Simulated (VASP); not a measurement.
Consider the following.

```
MgS
1.0
    0.00000     2.82466     2.82466
    2.82466     0.00000     2.82466
    2.82466     2.82466     0.00000
Mg S
1 1
Cartesian
  0.00000   0.00000   0.00000
  4.23700   4.23700   4.23700
```

Level of theory: PBEsol GGA, VASP's PBE PAW potentials (set 64) (plane waves; VASP 6.6.1). Run with 400 eV cut-off, Gaussian smearing of 0.050 eV, potentials Mg S.

Question: Give the energies of bands 2 to 7 at the high-symmetry points, in eV from the valence-band maximum.

Answer: 
| band | Γ | X | U | L | W |
|---|---|---|---|---|---|
| 2 | 0.00 | -2.87 | -2.53 | -3.21 | -2.33 |
| 3 | 0.00 | -1.06 | -1.93 | -0.33 | -1.89 |
| 4 | 0.00 | -1.06 | -0.83 | -0.33 | -1.37 |
| 5 | 3.33 | 3.70 | 4.68 | 5.02 | 5.39 |
| 6 | 7.89 | 5.55 | 6.90 | 7.55 | 7.92 |
| 7 | 7.89 | 11.09 | 9.53 | 7.55 | 8.08 |

The gap is direct, 3.33 eV, from the valence maximum at Γ to the conduction minimum at Γ.

The structure comes from a computed database's MgS entry (F-43m); how it stands against other phases isn't given here. It was relaxed first.
